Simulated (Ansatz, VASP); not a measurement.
# HfC in two plane-wave programs, part 2 of 2

Aim: how closely do two programs agree when they are given the same cell, functional and k mesh? The cell is taken from a series of runs on this material, whose earlier steps may have relaxed, scaled, displaced or heated it; both programs get it as it stands.

VASP 6.6.1 and Ansatz 0.2.0.

So far: The starting structure; VASP: zone-centre phonons, PBEsol.

## (3) Ansatz: zone-centre phonons, PBEsol

Level of this step: Ansatz beside VASP: Kohn-Sham DFT, plane waves, PBEsol (Ansatz).

Ansatz runs on its PAW soft_1 files.

The same cell, functional, mesh and smearing now go to Ansatz, which takes its cutoff from its data sets.

input.yaml

```yaml
crystal:
  lattice:
    - [-0.0717094855, 2.3009779872, 2.3009779872]
    - [2.3009779872, -0.0717094855, 2.3009779872]
    - [2.3009779872, 2.3009779872, -0.0717094855]
  atoms:
    - { symbol: C, position: [0.0, 0.0, 0.0] }
    - { symbol: Hf, position: [0.5, 0.5, 0.5] }
kpoints:
  mp_grid: { grid: [16, 16, 16] }
hamiltonian:
  xc: pbesol
  pseudopotentials: { kind: paw, azcp: { folder: soft_1 }, xc_functional: pbe }
scf:
  occupations: { method: methfessel_paxton, width: 0.2 }
output:
  eigenvalues: true
phonons:
  method: dfpt
```

Run with:

```bash
$ ansatz run input.yaml --threads 4 --pin off --max-ram 10240MiB --backend cpu --events-out ev --progress --plain --runs-dir out
```

Numbers of over 12 decimals in the logs are rounded to 6 here.

Log:

```text
Engine: ansatz 0.2.0, x86_64-unknown-linux-gnu
Pseudopotentials: kind: paw
Pseudopotential: C, paw, valence charge 4, recommended cutoff 420 eV (normal), soft_1/C.paw.azcp
Pseudopotential: Hf, paw, valence charge 26, recommended cutoff 420 eV (normal), soft_1/Hf.paw.azcp
Functional definition: PBEsol
  exchange = pbesol_x
  correlation = pbesol_c
Crystal: 2 atoms, lattice volume = 25.504 Å³
Basis set: ecut = 420 eV, 513 PW (Γ), exchange–correlation on 48×48×48 points (8 copies of the dense FFT grid, shifted against one another)
Bands: 19, of which v1, the nominal top of the filled ones, is band 15 counted from 1 (14 counted from 0)
Symmetry: 12 space group operations
k-points: 1098 of 4096 (irreducible under 2 space group operations, time reversal used)
Non-local potential: C, projectors of the file, l = 0: 2, l = 1: 2, l = 2: 1
Non-local potential: Hf, projectors of the file, l = 0: 3, l = 1: 2, l = 2: 2, l = 3: 3
PAW form: soft (Blöchl's): semilocal exchange-correlation on the pseudo side does not see the compensation charge
PAW frozen core: C, regenerated for the run's functional, and the local potential with it (the file was generated under x = pbe(κ = 0.804, μ = 0.219515), c = pbe(β = 0.066725))
PAW frozen core: Hf, regenerated for the run's functional, and the local potential with it (the file was generated under x = pbe(κ = 0.804, μ = 0.219515), c = pbe(β = 0.066725))
PAW one-centre angular grid: C, 110 points (default); XC on 64 Gauss nodes
PAW one-centre angular grid: Hf, 590 points (default); XC on 64 Gauss nodes
Initial density: superposition of atomic densities (chi_scale 0.1, normalization cell, long waves kept (reshape's long-wave potential 0.00 eV rms))
Initial wavefunctions: pseudopotential atomic-orbital guess
Functional: x = pbesol(κ = 0.804, μ = 0.123457), c = pbesol(β = 0.046)
SCF iter   1: F=—  HF=-15847.962199 eV  |F-HF|=—  |Δ(HF+E_count)|=         —  Δρ=8.27e-2  dr2=2.42e0  ethr=3.10e-3  ⟨swp⟩=4.7  Hψ=87407  notcnv=0
preconditioner: auto → Kerker (q_TF=auto, 2.803 Å⁻¹)  [metal: Δε(μ)=0.014 eV  Ē_g=17.546 eV  σ=0.200 eV  W_gap=0.06  n_scr=14 (ndim 8)  ℏωp=38.9 eV  f_vac=0.000  D(μ)=0.17/eV (n_scr^D=0)]
SCF iter   2: F=—  HF=-15847.472223 eV  |F-HF|=—  |Δ(HF+E_count)|=   4.90e-1  S|Δr|=    0.00e0  Δρ=3.23e-2  dr2=2.60e-1  ethr=3.10e-3  ⟨swp⟩=2.4  Hψ=38372  notcnv=0
SCF iter   3: F=—  HF=-15847.421464 eV  |F-HF|=—  |Δ(HF+E_count)|=   5.08e-2  S|Δr|=    0.00e0  Δρ=1.43e-2  dr2=3.35e-2  ethr=8.65e-4  ⟨swp⟩=2.0  Hψ=36411  notcnv=0
SCF iter   4: F=—  HF=-15847.413016 eV  |F-HF|=—  |Δ(HF+E_count)|=   8.45e-3  S|Δr|=    0.00e0  Δρ=8.09e-3  dr2=8.10e-3  ethr=1.12e-4  ⟨swp⟩=2.0  Hψ=37091  notcnv=0
SCF iter   5: F=—  HF=-15847.412992 eV  |F-HF|=—  |Δ(HF+E_count)|=   2.34e-5  S|Δr|=    0.00e0  Δρ=1.47e-3  dr2=2.81e-4  ethr=2.70e-5  ⟨swp⟩=2.3  Hψ=35396  notcnv=0
SCF iter   6: F=—  HF=-15847.412946 eV  |F-HF|=—  |Δ(HF+E_count)|=   4.64e-5  S|Δr|=    0.00e0  Δρ=2.38e-4  dr2=1.45e-5  ethr=9.36e-7  ⟨swp⟩=2.9  Hψ=37252  notcnv=0
SCF iter   7: F=—  HF=-15847.412953 eV  |F-HF|=—  |Δ(HF+E_count)|=   7.34e-6  S|Δr|=    0.00e0  Δρ=6.35e-5  dr2=7.99e-7  ethr=4.84e-8  ⟨swp⟩=2.1  Hψ=37802  notcnv=0
SCF iter   8: F=—  HF=-15847.412953 eV  |F-HF|=—  |Δ(HF+E_count)|=   7.14e-8  S|Δr|=    0.00e0  Δρ=1.37e-5  dr2=2.84e-8  ethr=2.66e-9  ⟨swp⟩=2.2  Hψ=34689  notcnv=0
SCF iter   9: F=—  HF=-15847.412953 eV  |F-HF|=—  |Δ(HF+E_count)|=   9.95e-9  S|Δr|=    0.00e0  Δρ=2.49e-6  dr2=1.35e-9  ethr=9.47e-11  ⟨swp⟩=2.2  Hψ=34608  notcnv=0
SCF iter  10: F=—  HF=-15847.412953 eV  |F-HF|=—  |Δ(HF+E_count)|=   1.65e-9  S|Δr|=    0.00e0  Δρ=3.56e-7  dr2=2.10e-11  ethr=4.49e-12  ⟨swp⟩=2.5  Hψ=39330  notcnv=0
SCF iter  11: F=-15847.412953 eV  HF=-15847.412953 eV  |F-HF|=0.00e0  |Δ(HF+E_count)|=    0.00e0  S|Δr|=    0.00e0  Δρ=5.97e-8  dr2=5.30e-13  ethr=1.00e-12  ⟨swp⟩=6.8  Hψ=113574  notcnv=0
SCF 1 converged in 11 iterations: F = -15847.412953 eV  dr2 = 5.30e-13
  greatest PAW one-centre occupation: 0.998 electrons in one spin orbital (limit 2), on the Hf atom at site 1 (counted from 0), in its partial waves of l = 0
DFPT response loops at Γ: preconditioner auto → Kerker (q_TF=auto, 2.803 Å⁻¹) (partly filled bands, converged f_vac=0.000); β = 1.00, the filter's whole step (`scf.mixing.beta` (0.50) is not read by the response loops under this deck's `scf.mixing.preconditioner`; to damp them name `kerker` or `kerker_dos`, under which they read `scf.mixing.beta`, and type it under 1.00, their step now; both keys bind the ground state too); Broyden in place of MSR1
SCF converged after 11 iterations
Stability not checked: this state was not tested for a lower state beside it, because cold or Methfessel-Paxton smearing, or corrected tetrahedra, fill the levels in a way that the test cannot read (fill_not_monotonic; see scf.lower_state_search)
Free energy (F): -15847.412953 eV
Harris-Foulkes:  -15847.412953 eV  (|F-HF|=0.00e0)
Internal energy: -15847.413794 eV  (E = F + TS)
E sigma→0 (E₀):  -15847.413164 eV
Entropy (-TS):   0.000841 eV (0.421 meV/atom)
Fermi energy:    18.155151 eV
--- Per-component energies (eV) ---
  E_band       = 51.777586
  E_kinetic    = 491.596137
  E_local      = -6272.061959  (includes V_loc(G=0)·N_el)
  E_nonlocal   = 90.970018
  E_hartree    = 3062.427697
  E_xc         = -311.318292
  E_vxc        = -312.543163  (∫ρ·V_xc dr)
  E_paw        = -7672.917924  (= ΣΔE_a)
  E_vpaw       = -71.038894  (= ΣTr[D̂ρ^β])
  E_aug_tail   = 0.000088  (compensation charges beyond the density's cutoff)
  E_ewald      = -5237.381715
  E_core_change = 1.272157  (= ΣΔE_core)
  E_smearing   = 0.000841  (= −TS)
  E_closure    = -0.000000  (closes the sum)
  Σ components = -15847.412953   (vs F -15847.412953, Δ=0.00e0)
--- Band table (eV; the first three rows and the last of 1098) ---
  k-point 0: bands = [... 11 lower, 7.1071, 19.1036, 19.1036, 19.2079, 19.2079, 19.3892, 19.8617, 21.4553]
  k-point 1: bands = [... 11 lower, 7.1067, 18.2835, 18.5132, 18.8593, 19.5167, 19.7795, 20.1109, 21.9287]
  k-point 2: bands = [... 11 lower, 7.1069, 17.2399, 17.7184, 18.0837, 19.8460, 20.1695, 20.4961, 22.9617]
  k-point 1097: bands = [... 11 lower, 9.8999, 12.0794, 14.8973, 14.8973, 23.5542, 23.5542, 23.9175, 24.3523]
--- Phonons (Γ-DFPT): 2 representative perturbations + reference, on 1098 of 4096 k-points (Σ response iterations 7) ---
  k mesh reduced under 2 symmetry operations, with k and −k counted as one. Each operation leaves every solved perturbation unchanged. A smaller set is not used because it would not reduce the number of displacements times k-points to solve
  ASR residual: 1.722e-5 → 0.000e0 eV/Å²; symmetrization residual: 8.659e-7 eV/Å²
  ASR residual per site (eV/Å²): 1.30e-5 1.72e-5
  Γ frequencies (cm⁻¹): 0.00 0.00 0.00 386.83 425.76 425.76
  non-analytic LO–TO correction: not included (Born effective charges unavailable; polar crystals: no LO–TO splitting at Γ)
```

In the SCF lines HF is the Harris–Foulkes energy and dr2 the Hartree energy of the density residual, in eV; the loop may stop once dr2 is under the threshold and the program's other checks hold. Hψ counts applications of the Hamiltonian.

## (4) Comparison

Known differences besides the potentials themselves: the data sets hold 30 valence electrons in Ansatz (on its PAW soft_1 files) and 14 in VASP; the cutoff is 420 eV in Ansatz and 600 eV in VASP; Ansatz makes its cores anew for this functional, VASP keeps those of its PBE data sets. Total energies have different zeros and are not compared.

The two programs side by side:

```csv
quantity,Ansatz,VASP,difference
optical mode 1 (cm⁻¹),386.8,384.8,+0.53 %
optical mode 2 to 3 (cm⁻¹),425.8,424.1,+0.39 %
```

Modes are paired by rising frequency, not by their patterns, so a pair may set unlike modes beside each other; they are those without the splitting of longitudinal modes.

## (5) Results

```yaml
r_m_s_difference_of_the_optical_zone_centre_modes_each_program_s_sorted_by_frequency_zone_centre_phonons_pbesol: 1.8 cm⁻¹
difference_in_optical_mode_1_zone_centre_phonons_pbesol: +0.5 %
```

**Reading.** The r.m.s. difference of the optical zone-centre modes, each program's sorted by frequency is 1.8 cm⁻¹ (zone-centre phonons, PBEsol). The data sets hold unlike numbers of valence electrons (30 in Ansatz and 14 in VASP), so part of the differences comes from the potentials. Among the rows given in per cent, the largest difference of the zone-centre phonons, PBEsol pair is in optical mode 1, +0.5 %. Such differences can come from data sets, numerical settings and the points named under the comparisons, not from the functional's error against experiment.

[Lines on the potential files, build, host, timing and source positions are cut from VASP's logs without a mark.]

[Logs are printed without paths, hosts, clocks, repeated set-up lines and the standing remarks that a program may print on its own settings, such as how far it seeks lower states.]

[Hosts, paths, dates, database ids (printed as entryN), source tags and the programs' standing remarks are cut or masked in the printed files.]
